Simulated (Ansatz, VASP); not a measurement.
# SbW in two plane-wave programs

Aim: how closely do two programs agree when they are given the same cell, functional and k mesh? The cell is generated by rule, not measured, and may not be a known phase. The cell is taken from a series of runs on this material, whose earlier steps may have relaxed, scaled, displaced or heated it; both programs get it as it stands.

Calculated with Ansatz 0.2.0; plane waves, with VASP 6.6.1 beside it; relaxation of cell and atoms at PBEsol and zone-centre phonons at PBEsol.

The structure was built from a prototype and need not be the compound's stable phase.

### Step 1. The structure

The structure is hexagonal, space group P-6m2 (No. 187). Conventional cell: a = 3.511 Å, b = 3.511 Å, c = 3.630 Å, α = 90.00°, β = 90.00°, γ = 120.00°. Nearest to W lie 6 Sb at 2.72 Å. Nearest to Sb lie 6 W at 2.72 Å. Farther neighbours are not listed.

### Step 2. Ansatz: relaxation of cell and atoms, PBEsol

Ansatz runs on its default PAW (the set named soft_2) files.

The relaxed volume is the usual yardstick between codes: in a stiff, nearly cubic crystal its relative difference is about their pressure difference at one cell divided by the bulk modulus.

input.yaml

```yaml
crystal:
  lattice:
    - [3.5114894774, -2.8631e-06, 0.0]
    - [-1.7557422592, 3.0410405241, 0.0]
    - [0.0, 0.0, 3.6296602245]
  atoms:
    - { symbol: W, position: [0.0, 0.0, 0.0] }
    - { symbol: Sb, position: [0.3333333333, 0.6666666667, 0.5] }
kpoints:
  mp_grid: { grid: [12, 12, 10] }
hamiltonian:
  xc: pbesol
scf:
  occupations: { method: methfessel_paxton, width: 0.15 }
output:
  forces: true
  stress: true
  eigenvalues: true
  write_density: true
  write_potential: true
  elf: true
  volumetric_format: npy
relax:
  adjacent_minimum: "off"
  f_tol: 0.001
  max_steps: 60
  cell: { stress_tol: 0.01 }
```

On the command line:

```sh
ansatz run input.yaml --threads 4 --pin off --max-ram 7168MiB --backend cpu --events-out ev --progress --plain --runs-dir out
```

Numbers of over 12 decimals in the logs are rounded to 6 here.

The program printed:

```text
Engine: ansatz 0.2.0, aarch64-unknown-linux-gnu
Pseudopotentials: kind: paw
Pseudopotential: W, paw, valence charge 14, recommended cutoff 420 eV (normal), W.paw.azcp
Pseudopotential: Sb, paw, valence charge 15, recommended cutoff 420 eV (normal), Sb.paw.azcp
Functional definition: PBEsol
  exchange = pbesol_x
  correlation = pbesol_c
Crystal: 2 atoms, lattice volume = 38.760 Å³
Basis set: ecut = 420 eV, 763 PW (Γ), exchange–correlation on 48×48×50 points (8 copies of the dense FFT grid, shifted against one another)
Bands: 19, of which v1, the nominal top of the filled ones, is band 15 counted from 1 (14 counted from 0)
Symmetry: 12 space group operations
Space group: P-6m2 (ITA 187), of the structure as read, at distance tolerance 3.4e-5 Å
k-points: 114 of 1440 (time reversal used)
Non-local potential: W, projectors of the file, l = 0: 3, l = 1: 2, l = 2: 2, l = 3: 1
Non-local potential: Sb, projectors of the file, l = 0: 2, l = 1: 2, l = 2: 2, l = 3: 2
PAW form: soft (Blöchl's): semilocal exchange-correlation on the pseudo side does not see the compensation charge
PAW frozen core: W, regenerated for the run's functional, and the local potential with it (the file was generated under x = pbe(κ = 0.804, μ = 0.219515), c = pbe(β = 0.066725))
PAW frozen core: Sb, regenerated for the run's functional, and the local potential with it (the file was generated under x = pbe(κ = 0.804, μ = 0.219515), c = pbe(β = 0.066725))
PAW one-centre angular grid: W, 590 points (default); XC on 64 Gauss nodes
PAW one-centre angular grid: Sb, 590 points (default); XC on 64 Gauss nodes
Initial density: superposition of atomic densities (neutral atoms: chi_scale 0, normalization atom), corrected by the library's trained network
Initial wavefunctions: pseudopotential atomic-orbital guess
Functional: x = pbesol(κ = 0.804, μ = 0.123457), c = pbesol(β = 0.046)
SCF iter   1: F=—  HF=-16663.323225 eV  |F-HF|=—  |Δ(HF+E_count)|=         —  Δρ=8.31e-3  dr2=8.65e-3  ethr=1.77e-3  ⟨swp⟩=5.2  Hψ=11109  notcnv=0
preconditioner: auto → none  [metal: Δε(μ)=0.041 eV  Ē_g=7.783 eV  σ=0.150 eV  W_gap=0.22  n_scr=8 (ndim 8)  ℏωp=19.8 eV  f_vac=0.000  D(μ)=1.10/eV (n_scr^D=8)  sad-step TF]
SCF iter   2: F=—  HF=-16663.322600 eV  |F-HF|=—  |Δ(HF+E_count)|=   6.25e-4  S|Δr|=    0.00e0  Δρ=4.69e-3  dr2=2.89e-3  ethr=2.98e-5  ⟨swp⟩=1.0  Hψ=3079  notcnv=0
SCF iter   3: F=—  HF=-16663.322599 eV  |F-HF|=—  |Δ(HF+E_count)|=   1.27e-6  S|Δr|=    0.00e0  Δρ=4.13e-4  dr2=4.93e-5  ethr=9.98e-6  ⟨swp⟩=1.0  Hψ=2154  notcnv=0
SCF iter   4: F=—  HF=-16663.322572 eV  |F-HF|=—  |Δ(HF+E_count)|=   2.65e-5  S|Δr|=    0.00e0  Δρ=8.25e-5  dr2=7.91e-7  ethr=1.70e-7  ⟨swp⟩=2.0  Hψ=3349  notcnv=0
SCF iter   5: F=-16663.322572 eV  HF=-16663.322572 eV  |F-HF|=2.22e-9  |Δ(HF+E_count)|=   5.49e-8  S|Δr|=    0.00e0  Δρ=1.11e-5  dr2=1.85e-8  ethr=3.45e-10  ⟨swp⟩=11.2  Hψ=15803  notcnv=0
SCF 1 converged in 5 iterations: F = -16663.322572 eV  dr2 = 1.85e-8
  greatest PAW one-centre occupation: 1.000 electrons in one spin orbital (limit 2), on the W atom at site 0 (counted from 0), in its partial waves of l = 0
relax step   1: F+E_penalty+E_count = -16663.32257222 eV  Δ(F+E_penalty+E_count) = +0.000e0 eV  max|allowed force component| = 3.701e-17 eV/Å  Δτ_max = 0.0000 Å  P = -0.033 GPa  Ω = 38.760 Å³  (5 SCF iters, dr2 threshold 1.00e-7 eV, accepted)
[...]
relax step   2: F+E_penalty+E_count = -16663.32258466 eV  Δ(F+E_penalty+E_count) = -1.244e-5 eV  max|allowed force component| = 1.388e-17 eV/Å  Δτ_max = 0.0000 Å  P = +0.063 GPa  Ω = 38.750 Å³  energy of the carried Pulay correction = +4.743e-6 eV  (3 SCF iters, dr2 threshold 2.47e-8 eV, accepted)
[...]
relax step   3: F+E_penalty+E_count = -16663.32258034 eV  Δ(F+E_penalty+E_count) = +4.313e-6 eV  max|allowed force component| = 5.551e-17 eV/Å  Δτ_max = 0.0000 Å  P = -0.016 GPa  Ω = 38.767 Å³  energy of the carried Pulay correction = -2.067e-6 eV  (3 SCF iters, dr2 threshold 1.57e-8 eV, accepted)
[...]
relax step   4: F+E_penalty+E_count = -16663.32258228 eV  Δ(F+E_penalty+E_count) = -1.939e-6 eV  max|allowed force component| = 4.163e-17 eV/Å  Δτ_max = 0.0000 Å  P = -0.000 GPa  Ω = 38.763 Å³  energy of the carried Pulay correction = -3.978e-7 eV  (3 SCF iters, dr2 threshold 7.36e-10 eV, accepted)
[...]
relax step   5: F+E_penalty+E_count = -16663.32258147 eV  Δ(F+E_penalty+E_count) = +8.124e-7 eV  max|allowed force component| = 4.163e-17 eV/Å  Δτ_max = 0.0000 Å  P = -0.000 GPa  Ω = 38.763 Å³  stress off target by 8.40e-4 GPa  SCF on the basis re-selected at this cell (its energy is not comparable with the rows above)  (4 SCF iters)
basis re-selected at this cell: Δ(F+E_penalty+E_count) = +8.124e-7 eV, ΔP = +0.000 GPa vs the last step (what re-selecting the basis moved, of the pressure what is left beyond the Pulay correction that the steps carried, after the strain that the cell walked since its last selection, with what the two solves' SCF thresholds leave and, on support functions, any second-order correction that the steps lacked; it is no m [...]
SCF converged after 4 iterations
Stability not checked: this state was not tested for a lower state beside it, because cold or Methfessel-Paxton smearing, or corrected tetrahedra, fill the levels in a way that the test cannot read (fill_not_monotonic; see scf.lower_state_search)
Free energy (F): -16663.322581 eV
Harris-Foulkes:  -16663.322581 eV  (|F-HF|=0.00e0)
Internal energy: -16663.322185 eV  (E = F + TS)
E sigma→0 (E₀):  -16663.322482 eV
Entropy (-TS):   -0.000397 eV (-0.198 meV/atom)
Fermi energy:    17.688970 eV
--- Per-component energies (eV) ---
  E_band       = -211.238669
  E_kinetic    = 662.458854
  E_local      = -2020.594927  (includes V_loc(G=0)·N_el)
  E_nonlocal   = 372.531385
  E_hartree    = 869.629342
  E_xc         = -403.343916
  E_vxc        = -336.316053  (∫ρ·V_xc dr)
  E_paw        = -12940.132599  (= ΣΔE_a)
  E_vpaw       = -628.576549  (= ΣTr[D̂ρ^β])
  E_aug_tail   = -0.000063  (compensation charges beyond the density's cutoff)
  E_ewald      = -3204.423910
  E_core_change = 0.553649  (= ΣΔE_core)
  E_smearing   = -0.000397  (= −TS)
  E_closure    = 0.000000  (closes the sum)
  Σ components = -16663.322581   (vs F -16663.322581, Δ=0.00e0)
--- Forces (eV/Å), atoms counted from 1 ---
  atom   1  W      0.00000000     0.00000000    -0.00000000
  atom   2  Sb     0.00000000     0.00000000    -0.00000000
  max |Σ_I F_I| component: 2.13e-16 eV/Å
--- Stress (GPa, compression-positive) ---
        0.000276      -0.000000      -0.000000
       -0.000000       0.000276       0.000000
       -0.000000       0.000000      -0.000840
  P = ⅓ Tr σ = -0.0001 GPa (-0.001 kbar)
--- Band table (eV; the first three rows and the last of 114) ---
  k-point 0: bands = [... 11 lower, 15.1186, 15.1186, 16.6937, 17.6615, 17.6615, 22.2605, 22.2605, 22.5766]
  k-point 1: bands = [... 11 lower, 15.1863, 15.1863, 16.6126, 17.4880, 17.4880, 22.4142, 22.4142, 22.9881]
  k-point 2: bands = [... 11 lower, 15.3723, 15.3723, 16.7321, 17.1056, 17.1056, 22.5461, 22.5461, 23.5647]
  k-point 113: bands = [... 11 lower, 12.5161, 14.0896, 16.0787, 18.4979, 18.7255, 20.5969, 21.1428, 21.7267]
--- Relaxed structure (4 steps of the walk, 4 accepted, 1 SCFs on fresh bases) ---
  F+E_penalty+E_count = -16663.32258147 eV   max|allowed force component| = 4.163e-17 eV/Å   (the final SCF, on the basis selected at the relaxed cell)
  cell:  # Å, volume = 38.7628 Å³
    - [3.513135, -2.8644315342349046e-6, 0]
    - [-1.756565, 3.042465, 0]
    - [0, 0, 3.626562]
  atoms:
    - { symbol: W, position: [0, -3.700743415524895e-17, 0] }
    - { symbol: Sb, position: [0.333333, 0.666667, 0.500000] }
```

### Step 3. VASP: relaxation of cell and atoms, PBEsol

The same cell, functional, mesh and smearing now go to VASP, with its own data sets.

Lines of VASP's logs that name or quote its potential files are left out, and so is its time.

INCAR

```
SYSTEM = SbW
PREC = Accurate
ENCUT = 600
EDIFF = 1E-07
NELM = 120
ISMEAR = 1
SIGMA = 0.15
LREAL = .FALSE.
ALGO = Normal
GGA = PS
NBANDS = 11
LASPH = .TRUE.
LORBIT = 11
LWAVE = .FALSE.
LCHARG = .FALSE.
ISIF = 3
IBRION = 2
NSW = 80
EDIFFG = -0.005
GGA_COMPAT = .FALSE.
NELMIN = 4
KPAR = 2
```

POSCAR

```
SbW
1.0
    3.5114890000     -0.0000030000      0.0000000000
   -1.7557420000      3.0410410000      0.0000000000
    0.0000000000      0.0000000000      3.6296600000
W Sb
1 1
Direct
    0.0000000000      0.0000000000      0.0000000000
    0.3333333333      0.6666666667      0.5000000000
```

KPOINTS

```
Automatic mesh
0
Gamma
12 12 10
0 0 0
```

Potentials, in the order of the species: W and Sb (PBE family, release 64).

On the command line:

```sh
mpirun -np 2 vasp_std
```

The program printed:

```text
[banner, memory and clock lines left out]
running    2 mpi-ranks, on    1 nodes
 distrk:  each k-point on    1 cores,    2 groups
 distr:  one band on    1 cores,    1 groups

 POSCAR found type information on POSCAR W Sb
 POSCAR found :  2 types and       2 ions
|                                                                             |
|               ----> ADVICE to this user running VASP <----                  |
|                                                                             |
|     You enforced a specific xc type in the INCAR file but a different       |
|     [... a line on the potential file left out ...]
|     I HOPE YOU KNOW WHAT YOU ARE DOING!                                     |
|                                                                             |

 LDA part: xc-table for (Slater+PW92), standard interpolation
 POSCAR, INCAR and KPOINTS ok, starting setup
 FFT: planning ... GRIDC
 FFT: planning ... GRID_SOFT
 FFT: planning ... GRID
 WAVECAR not read
 entering main loop
       N       E                     dE             d eps       ncg     rms          rms(c)
DAV:   1     0.403687561922E+02    0.40369E+02   -0.47048E+03  2508   0.897E+02
DAV:   2    -0.147806569231E+02   -0.55149E+02   -0.52454E+02  3219   0.186E+02
DAV:   3    -0.176620445111E+02   -0.28814E+01   -0.27794E+01  3155   0.398E+01
DAV:   4    -0.176963479075E+02   -0.34303E-01   -0.34159E-01  2861   0.453E+00
DAV:   5    -0.176966860875E+02   -0.33818E-03   -0.33809E-03  3042   0.469E-01    0.174E+01
DAV:   6    -0.171659814840E+02    0.53070E+00   -0.16732E+00  3017   0.757E+00    0.709E+00
DAV:   7    -0.171060005218E+02    0.59981E-01   -0.78515E-02  2625   0.206E+00    0.332E+00
DAV:   8    -0.170934325884E+02    0.12568E-01   -0.24235E-02  2860   0.928E-01    0.244E-01
DAV:   9    -0.170931459571E+02    0.28663E-03   -0.14288E-03  2652   0.267E-01    0.691E-02
DAV:  10    -0.170931250430E+02    0.20914E-04   -0.10018E-04  2964   0.691E-02    0.151E-02
DAV:  11    -0.170931263244E+02   -0.12814E-05   -0.48015E-06  2809   0.180E-02    0.869E-03
DAV:  12    -0.170931259544E+02    0.37004E-06   -0.31967E-07  2716   0.388E-03    0.137E-03
DAV:  13    -0.170931259504E+02    0.39374E-08   -0.33645E-08  1380   0.136E-03
   1 F= -.17093126E+02 E0= -.17093016E+02  d E =-.170931E+02
 curvature:   0.00 expect dE= 0.000E+00 dE for cont linesearch  0.000E+00
 trial: gam= 0.00000 g(F)=  0.176E-44 g(S)=  0.142E-02 ort = 0.000E+00 (trialstep = 0.100E+01)
 search vector abs. value=  0.142E-02
 bond charge predicted
       N       E                     dE             d eps       ncg     rms          rms(c)
DAV:   1    -0.170935619112E+02   -0.43596E-03   -0.54446E-02  2625   0.165E+00    0.514E-01
DAV:   2    -0.170925892308E+02    0.97268E-03   -0.16595E-03  2755   0.297E-01    0.220E-01
DAV:   3    -0.170923039342E+02    0.28530E-03   -0.37518E-04  2603   0.124E-01    0.497E-02
DAV:   4    -0.170922802351E+02    0.23699E-04   -0.52031E-05  2869   0.423E-02    0.123E-02
DAV:   5    -0.170922803234E+02   -0.88325E-07   -0.17372E-06  2702   0.110E-02    0.732E-03
DAV:   6    -0.170922804975E+02   -0.17406E-06   -0.65595E-07  2811   0.424E-03    0.140E-03
DAV:   7    -0.170922804793E+02    0.18170E-07   -0.11355E-07  1329   0.278E-03
   2 F= -.17092280E+02 E0= -.17092135E+02  d E =0.845471E-03
 trial-energy change:    0.000845  1 .order    0.000870   -0.001420    0.003160
 step:   0.3170(harm=  0.3100)  dis= 0.00000  next Energy=   -17.093352 (dE=-0.226E-03)
 bond charge predicted
       N       E                     dE             d eps       ncg     rms          rms(c)
DAV:   1    -0.170939735809E+02   -0.16931E-02   -0.25303E-02  2628   0.112E+00    0.351E-01
DAV:   2    -0.170935095426E+02    0.46404E-03   -0.78711E-04  2755   0.204E-01    0.151E-01
DAV:   3    -0.170933695049E+02    0.14004E-03   -0.17338E-04  2603   0.838E-02    0.355E-02
DAV:   4    -0.170933546512E+02    0.14854E-04   -0.24722E-05  2872   0.294E-02    0.838E-03
DAV:   5    -0.170933541373E+02    0.51391E-06   -0.72985E-07  2693   0.700E-03    0.520E-03
DAV:   6    -0.170933537786E+02    0.35872E-06   -0.29281E-07  2717   0.293E-03    0.895E-04
DAV:   7    -0.170933537672E+02    0.11426E-07   -0.46930E-08  1272   0.175E-03
   3 F= -.17093354E+02 E0= -.17093232E+02  d E =-.227817E-03
 curvature:  -0.15 expect dE=-0.873E-06 dE for cont linesearch -0.430E-07
 trial: gam= 0.01794 g(F)=  0.575E-44 g(S)=  0.563E-05 ort =-0.198E-04 (trialstep = 0.863E+00)
 search vector abs. value=  0.538E-05
 reached required accuracy - stopping structural energy minimisation
```

Parts of OUTCAR (step 3):

```text
ion  position               nearest neighbor table
   1  0.000  0.000  0.000-   2 2.72   2 2.72   2 2.72   2 2.72   2 2.72   2 2.72
   2  0.333  0.667  0.500-   1 2.72   1 2.72   1 2.72   1 2.72   1 2.72   1 2.72

  LATTYP: Found a hexagonal cell.
 ALAT       =     3.5114890000
 C/A-ratio  =     1.0336526755

 Subroutine GETGRP returns: Found 12 space group operations
 (whereof 12 operations were pure point group operations)

The static configuration has the point symmetry D_3h.

 Found    114 irreducible k-points:

   k-points           NKPTS =    114   k-points in BZ     NKDIM =    114   number of bands    NBANDS=     11

   dimension x,y,z NGX =    28 NGY =   28 NGZ =   30
   dimension x,y,z NGXF=    56 NGYF=   56 NGZF=   60

   ENCUT  =  600.0 eV  44.10 Ry    6.64 a.u.   7.01  7.01  7.25*2*pi/ulx,y,z

   NELECT =      11.0000    total number of electrons

 k-points in reciprocal lattice and weights: Automatic mesh
   0.00000000  0.00000000  0.00000000       0.001
   0.08333333 -0.00000000  0.00000000       0.004
   0.16666667 -0.00000000  0.00000000       0.004
   0.25000000 -0.00000000  0.00000000       0.004
   0.33333333 -0.00000000  0.00000000       0.004
   0.41666667 -0.00000000  0.00000000       0.004
   0.50000000 -0.00000000  0.00000000       0.002
   0.08333333  0.08333333  0.00000000       0.004
   0.16666667  0.08333333  0.00000000       0.008
[...]
0.33333333  0.25000000  0.50000000       0.008
   0.33333333  0.33333333  0.50000000       0.001

 average (electrostatic) potential at core
       1 -36.1171       2 -83.1742

 E-fermi :   9.4893

 k-point     1 :       0.0000    0.0000    0.0000
  band No.  band energies     occupation
    ...
      3       6.9210      2.00000
      4       6.9210      2.00000
      5       8.5104      2.00000
      6       9.4492      1.43512
      7       9.4492      1.43512
      8      14.1214      0.00000
      9      14.1214      0.00000
     10      14.4814      0.00000
     11      16.0003      0.00000

 k-point     2 :       0.0833   -0.0000    0.0000
  band No.  band energies     occupation
    ...
      2       5.9297      2.00000
      3       6.7048      2.00000
      4       7.0142      2.00000
      5       7.9615      2.00000
      6       9.4283      1.62907
      7      10.1355     -0.00000
      8      13.0032      0.00000
      9      13.7604      0.00000
     10      15.2723      0.00000
     11      16.0785      0.00000

 k-point     3 :       0.1667   -0.0000    0.0000
  band No.  band energies     occupation
    ...
      2       5.6704      2.00000
      3       6.4544      2.00000
      4       7.2614      2.00000
      5       7.2820      2.00000
      6       9.3722      1.96997
      7      11.2234     -0.00000
      8      11.7100     -0.00000
      9      13.0039      0.00000
     10      15.4026      0.00000
     11      17.0161      0.00000

  Total        0.0094730      0.0094730     -0.0073472     -0.0000000     -0.0000000      0.0000000
  in kB        0.3928042      0.3928044     -0.3046590     -0.0000000     -0.0000000      0.0000000
  external PRESSURE =       0.1603165 kB  Pullay stress =       0.0000000 kB

  energy-cutoff  :      600.00
  volume of cell :       38.64
      direct lattice vectors                 reciprocal lattice vectors
     3.508433808 -0.000002997  0.000000000     0.285027607  0.164560406  0.000000000
    -1.754214406  3.038395123 -0.000000000     0.000000281  0.329121280  0.000000000
     0.000000000 -0.000000000  3.624622453    -0.000000000  0.000000000  0.275890803

 POSITION                                       TOTAL-FORCE (eV/Angst)
 -----------------------------------------------------------------------------------
      0.00000     -0.00000      0.00000        -0.000000      0.000000     -0.000000
      0.00000      2.02560      1.81231         0.000000     -0.000000      0.000000
 -----------------------------------------------------------------------------------
    total drift:                                0.000000      0.000004      0.000000

  FREE ENERGIE OF THE ION-ELECTRON SYSTEM (eV)
  ---------------------------------------------------
  free  energy   TOTEN  =       -17.0933537672 eV

  energy  without entropy=      -17.0929882655  energy(sigma->0) =      -17.09323193

 reached required accuracy - stopping structural energy minimisation

 total charge
# of ion       s       p       d       tot
------------------------------------------
    1        0.477   0.466   4.299   5.241
    2        1.087   1.407   0.108   2.602
--------------------------------------------------
tot          1.563   1.873   4.407   7.843

[... 3 further parts left out ...]
```

CONTCAR:

```
SbW
   1.00000000000000
     3.5084338079516137   -0.0000029972912986    0.0000000000000000
    -1.7542144060656153    3.0383951225756438   -0.0000000000000000
     0.0000000000000000   -0.0000000000000000    3.6246224533882327
  W               Sb
     1     1
Direct
     0.0000000000000000    0.0000000000000000    0.0000000000000000
     0.3333333332999970    0.6666666667000030    0.5000000000000000
```

The data set W keeps the semicore shell frozen, which is cheaper and a little less accurate. The run keeps the 12 symmetry operations of its start, so it cannot find a distortion of lower symmetry.

### Step 4. Differences

Known differences besides the potentials themselves: the data sets hold 29 valence electrons in Ansatz (on its default PAW (the set named soft_2) files) and 11 in VASP; the cutoff is 420 eV in Ansatz and 600 eV in VASP; Ansatz makes its cores anew for this functional, VASP keeps those of its PBE data sets; Ansatz adds a Pulay correction to the stress that steers its cell, VASP none. Total energies have different zeros and are not compared.

Both answers:

```
                                         quantity  Ansatz   VASP  difference
                                      volume (Å³)   38.76  38.64     +0.32 %
edge a after relaxation, in the typed setting (Å)   3.513  3.508     +0.13 %
edge c after relaxation, in the typed setting (Å)   3.627  3.625     +0.06 %
```

(Part 1 of 2 ends here.)

[Lines on the potential files, build, host, timing and source positions are cut from VASP's logs without a mark.]

[Logs are printed without paths, hosts, clocks, repeated set-up lines and the standing remarks that a program may print on its own settings, such as how far it seeks lower states.]

[Hosts, paths, dates, database ids (printed as entryN), source tags and the programs' standing remarks are cut or masked in the printed files.]
